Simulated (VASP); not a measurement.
Consider the following.

```
CELL_PARAMETERS angstrom
      7.14656     0.00000     0.00000
      0.00000     7.14656     0.00000
      0.00000     0.00000     7.14656
ATOMIC_POSITIONS crystal
  C  0.50003 0.99992 0.99781
  C  0.62480 0.12481 0.12276
  C  0.74998 0.24997 0.99770
  C  0.87379 0.37465 0.12145
  C  0.74923 0.99927 0.24731
  C  0.87358 0.12391 0.37179
  C  0.99944 0.99908 0.99659
  C  0.12403 0.12361 0.12069
  C  0.24984 0.24949 0.99751
  C  0.37482 0.37450 0.12264
  C  0.50044 0.50018 0.99887
  C  0.62520 0.62484 0.12317
  C  0.75021 0.74984 0.99783
  C  0.87473 0.87438 0.12244
  C  0.24871 0.99620 0.24428
  C  0.37360 0.11872 0.36800
  C  0.49905 0.24966 0.24769
  C  0.62597 0.37507 0.37386
  C  0.74999 0.49979 0.24764
  C  0.87512 0.62462 0.37262
  C  0.49935 0.99905 0.49756
  C  0.62495 0.12512 0.62192
  C  0.75023 0.24961 0.49771
  C  0.87512 0.37474 0.62287
  C  0.74999 0.00006 0.74756
  C  0.87481 0.12482 0.87234
  C  0.00024 0.49978 0.99787
  C  0.12512 0.62462 0.12285
  C  0.25020 0.74989 0.99791
  C  0.37492 0.87367 0.12163
  C  0.99622 0.24811 0.24386
  C  0.11830 0.37279 0.36716
  C  0.24984 0.49871 0.24743
  C  0.37551 0.62574 0.37386
  C  0.50011 0.74962 0.24758
  C  0.62498 0.87469 0.37255
  C  0.99855 0.99826 0.49678
  C  0.12286 0.12263 0.62384
  C  0.23283 0.23172 0.48128
  C  0.39095 0.39055 0.64177
  C  0.50820 0.50752 0.49993
  C  0.62949 0.62916 0.62471
  C  0.75171 0.75134 0.49773
  C  0.87538 0.87502 0.62252
  C  0.25053 0.99954 0.74765
  C  0.37486 0.12487 0.87300
  C  0.50278 0.24925 0.75040
  C  0.62684 0.37565 0.87463
  C  0.75172 0.50057 0.74867
  C  0.87599 0.62501 0.87317
  C  0.99969 0.74900 0.24746
  C  0.12436 0.87340 0.37194
  C  0.99946 0.49874 0.49751
  C  0.12575 0.62449 0.62199
  C  0.25006 0.74996 0.49781
  C  0.37515 0.87484 0.62293
  C  0.99992 0.25035 0.74764
  C  0.12529 0.37467 0.87313
  C  0.25005 0.50277 0.75108
  C  0.37597 0.62684 0.87500
  C  0.50088 0.75145 0.74873
  C  0.62538 0.87563 0.87321
  C  0.00044 0.74955 0.74746
  C  0.12504 0.87444 0.87231
  H  0.33856 0.35394 0.49447
```
Cell charge +1.

Calculation: HSE06 screened hybrid, VASP's PBE PAW potentials (set 64) (plane waves; VASP). Numerical set-up: PREC = Normal, LREAL = Auto, ISYM = 0, NELECT = 256.0, EDIFF = 1E-5, 400 eV cut-off, 1×1×1 Γ-centred mesh, Gaussian smearing of 0.050 eV, potentials C H.

The cell is charged, with a uniform compensating background. The supercell is sampled at Γ alone, which is coarse: total energies, pressure and levels can be off, energies of defects by several tenths of an eV.

Estimate the energy per atom (σ→0), largest force.

The energy per atom (σ→0) is -10.480 eV/atom and the largest force is 0.292 eV/Å.

Total energies compare only between runs with the same potentials, cut-off and functional.

The cell is a supercell with a defect, built from C (diamond): H_i, charge +1. The cell's shape comes from a PBE relaxation. The run is not spin-polarised, so no state with unpaired spins was tried.
